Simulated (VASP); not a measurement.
The system is TiB2.

```
CELL_PARAMETERS angstrom
3.02920 0.00000 0.00000
-1.51460 2.62336 0.00000
0.00000 0.00000 3.22840
ATOMIC_POSITIONS crystal
Ti 0.00000 0.00000 0.00000
B 0.33333 0.66667 0.50000
B 0.66667 0.33333 0.50000
```

- Program: VASP 6.6.1
- Task: relaxation of cell and atoms
- Functional: PBEsol
- Potentials or basis: VASP PAW PBE potentials, release 64 (Ti_sv, B)
- Cutoff: 600 eV
- k mesh: 15 × 15 × 11
- Occupations: methfessel-paxton, width 0.1 eV
- Spin: no spin polarisation

At the start: pressure -4.8 GPa; volume 8.55 Å³/atom.

Problem. Where does the relaxation end?

Solution. Over 4 steps the energy falls by 3.1 meV/atom and the volume is 8.38 Å³/atom (-2.0 %); space group P6/mmm (No. 191, to 0.05 Å).

Step by step:
```tsv
step	energy change (eV)	largest force (eV/Å)	pressure (GPa)	volume (Å³)
1	0.0000	0.0000	-4.83	25.66
2	-0.0026	0.0000	4.88	24.71
3	-0.0086	0.0000	0.32	25.13
4	-0.0094	0.0000	0.01	25.14
```

Final structure:
```yaml
crystal:
  lattice:
    - [3.01877, 0.00000, 0.00000]
    - [-1.50938, 2.61433, 0.00000]
    - [0.00000, 0.00000, 3.18574]
  atoms:
    - { symbol: Ti, position: [0.00000, 0.00000, 0.00000] }
    - { symbol: B, position: [0.33333, 0.66667, 0.50000] }
    - { symbol: B, position: [0.66667, 0.33333, 0.50000] }
```

Caveat: the PAW data sets were made with another functional, which shifts forces and pressure a little.
